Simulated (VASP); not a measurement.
Calculation: MS2 meta-GGA, VASP's PBE PAW potentials (set 64) (plane waves; VASP).

A VASP calculation is set up with these files.

### INCAR
```
! general
SYSTEM =AgCl
PREC   =Accurate
ENCUT  =520   ! plane-wave cut-off (eV)
LREAL  =F   ! projection in real space or not
LASPH  =T

! electronic loop
EDIFF  =1E-7   ! SCF stop (eV)
NELM   =100   ! most electronic steps
ALGO   =Normal   ! blocked Davidson
LMAXMIX=4   ! l cut-off of mixed one-centre charges
LMIXTAU=T

! smearing
ISMEAR =0   ! Gaussian
SIGMA  =0.05

! functional
METAGGA=MS2

! ions
ISIF   =2   ! forces and stress, cell fixed

! output
LWAVE  =F
LCHARG =F
```

KPOINTS:
```
Automatic
0
gamma
  8 8 8
```

### POSCAR
```
AgCl
3.8741020
  0.0000000000   0.7071068333   0.7071068333
  0.7071068333   0.0000000000   0.7071068333
  0.7071068333   0.7071068333   0.0000000000
Ag Cl
1 1
direct
  0.0000000000   0.0000000000   1.0000000000
  0.5000000000   0.5000000000   0.5000000000
```

POTCAR, in this order: Ag Cl (PBE.64 set). Program: vasp_std.

The run wrote:

**OUTCAR**
```
 ion  position               nearest neighbor table
   1  0.000  0.000  0.000-   2 2.74   2 2.74   2 2.74   2 2.74   2 2.74   2 2.74
   2  0.500  0.500  0.500-   1 2.74   1 2.74   1 2.74   1 2.74   1 2.74   1 2.74
  LATTYP: Found a face centered cubic cell.
 ALAT       =     5.4788079942
 Subroutine PRICEL returns:
 Original cell was already a primitive cell.
 Subroutine GETGRP returns: Found 48 space group operations
The static configuration has the point symmetry O_h .
The dynamic configuration has the point symmetry O_h .
 Subroutine INISYM returns: Found 48 space group operations
 Subroutine IBZKPT returns following result:
 Found     29 irreducible k-points:

 Following reciprocal coordinates:
            Coordinates               Weight
  0.000000  0.000000  0.000000      1.000000
  0.125000  0.000000  0.000000      8.000000
  0.250000  0.000000  0.000000      8.000000
  0.375000  0.000000  0.000000      8.000000
  0.500000  0.000000  0.000000      4.000000
  0.125000  0.125000  0.000000      6.000000
  0.250000  0.125000  0.000000     24.000000
  0.375000  0.125000  0.000000     24.000000
  0.500000  0.125000  0.000000     24.000000
...
```

**OSZICAR**
```
       N       E                     dE             d eps       ncg     rms          rms(c)
DAV:   1     0.874043362180E+02    0.87404E+02   -0.81474E+03   762   0.118E+03
DAV:   2    -0.167235736885E+02   -0.10413E+03   -0.96565E+02   859   0.244E+02
DAV:   3    -0.210737582472E+02   -0.43502E+01   -0.43247E+01   899   0.575E+01
DAV:   4    -0.211020569995E+02   -0.28299E-01   -0.28294E-01   834   0.514E+00
DAV:   5    -0.211023492162E+02   -0.29222E-03   -0.29221E-03   874   0.525E-01    0.106E+01
DAV:   6    -0.647492507948E+01    0.14627E+02   -0.24959E+01   754   0.615E+01    0.867E+00
DAV:   7    -0.773114111599E+01   -0.12562E+01   -0.72594E-01   759   0.114E+01    0.565E+00
DAV:   8    -0.749272121188E+01    0.23842E+00   -0.62502E-01   769   0.117E+01    0.179E+00
DAV:   9    -0.767827554840E+01   -0.18555E+00   -0.13232E-01   754   0.444E+00    0.779E-01
DAV:  10    -0.751285345050E+01    0.16542E+00   -0.19948E-01   754   0.594E+00    0.535E-01
DAV:  11    -0.763011919435E+01   -0.11727E+00   -0.67297E-02   754   0.353E+00    0.357E-01
DAV:  12    -0.763230384952E+01   -0.21847E-02   -0.54786E-03   764   0.112E+00    0.944E-02
DAV:  13    -0.763186659876E+01    0.43725E-03   -0.13716E-03   759   0.426E-01    0.608E-02
DAV:  14    -0.763236747691E+01   -0.50088E-03   -0.28367E-04   774   0.181E-01    0.291E-02
DAV:  15    -0.763262482304E+01   -0.25735E-03   -0.10091E-04   764   0.147E-01    0.194E-02
DAV:  16    -0.763261693498E+01    0.78881E-05   -0.13260E-05   814   0.570E-02    0.739E-03
DAV:  17    -0.763263108139E+01   -0.14146E-04   -0.44667E-06   754   0.265E-02    0.513E-03
DAV:  18    -0.763262903296E+01    0.20484E-05   -0.13283E-07   592   0.488E-03    0.393E-03
DAV:  19    -0.763263071251E+01   -0.16795E-05   -0.21934E-07   540   0.692E-03    0.130E-03
DAV:  20    -0.763262848512E+01    0.22274E-05   -0.52362E-08   517   0.306E-03    0.646E-04
DAV:  21    -0.763262869561E+01   -0.21049E-06   -0.51130E-09   377   0.768E-04    0.475E-04
DAV:  22    -0.763262855883E+01    0.13678E-06   -0.21196E-09   377   0.422E-04    0.261E-04
DAV:  23    -0.763262861917E+01   -0.60333E-07   -0.67357E-10   377   0.338E-04
   1 F= -.76326286E+01 E0= -.76326286E+01  d E =-.401599E-16
```

### OUTCAR
```
------------------------ aborting loop because EDIFF is reached ----------------------------------------
  FORCE on cell =-STRESS in cart. coord.  units (eV):
  Direction    XX          YY          ZZ          XY          YZ          ZX
  --------------------------------------------------------------------------------------
  Total        0.4014495      0.4014495      0.4014495      0.0000000     -0.0000000     -0.0000000
  in kB       15.6438354     15.6438354     15.6438354      0.0000000     -0.0000000     -0.0000000
  external PRESSURE =      15.6438354 kB  Pullay stress =       0.0000000 kB
  volume of cell :       41.11
      direct lattice vectors                 reciprocal lattice vectors
     0.000000000  2.739403997  2.739403997    -0.182521454  0.182521454  0.182521454
     2.739403997  0.000000000  2.739403997     0.182521454 -0.182521454  0.182521454
     2.739403997  2.739403997  0.000000000     0.182521454  0.182521454 -0.182521454
  FREE ENERGIE OF THE ION-ELECTRON SYSTEM (eV)
  ---------------------------------------------------
  free  energy   TOTEN  =        -7.6326286192 eV

  energy  without entropy=       -7.6326286192  energy(sigma->0) =       -7.63262862
```
(Selected blocks of OUTCAR.)

File OUTCAR:
```
 val. band max:        4.1101441206   @ k =   0.5000   0.0000   0.0000

 cond. band min:       5.2498333258   @ k =   0.0000   0.0000   0.0000


 Fermi energy:         4.3841181301

 k-point     1 :       0.0000    0.0000    0.0000
  band No.  band energies     occupation
      1     -12.1977      2.00000
      2       1.4631      2.00000
      3       1.4631      2.00000
      4       1.4631      2.00000
      5       1.6302      2.00000
      6       1.6302      2.00000
      7       1.6302      2.00000
      8       1.6517      2.00000
      9       1.6517      2.00000
     10       5.2498      0.00000
     11      15.2833      0.00000
     12      15.2833      0.00000
     13      15.2833      0.00000

 k-point     2 :       0.1250    0.0000    0.0000
  band No.  band energies     occupation
      1     -12.1353      2.00000
      2       0.6643      2.00000
      3       0.7660      2.00000
      4       0.7660      2.00000
      5       1.6881      2.00000
      6       1.6881      2.00000
      7       1.8857      2.00000
      8       2.4250      2.00000
      9       2.4251      2.00000
     10       5.9685      0.00000
     11      13.8185      0.00000
     12      14.9653      0.00000
     13      14.9653      0.00000

 k-point     3 :       0.2500    0.0000    0.0000
  band No.  band energies     occupation
      1     -11.9783      2.00000
      2      -0.4340      2.00000
      3       0.1496      2.00000
      4       0.1496      2.00000
      5       1.8271      2.00000
      6       1.8271      2.00000
      7       2.0756      2.00000
      8       3.2449      2.00000
      9       3.2449      2.00000
     10       7.3110      0.00000
     11      12.1631      0.00000
     12      13.6250      0.00000
     13      13.6250      0.00000

 k-point     4 :       0.3750    0.0000    0.0000
  band No.  band energies     occupation
      1     -11.8114      2.00000
      2      -1.2607      2.00000
      3      -0.2433      2.00000
...
```

The compound is AgCl in the rock salt structure. This cell is one point of a volume scan, at 0.97 of the reference volume.
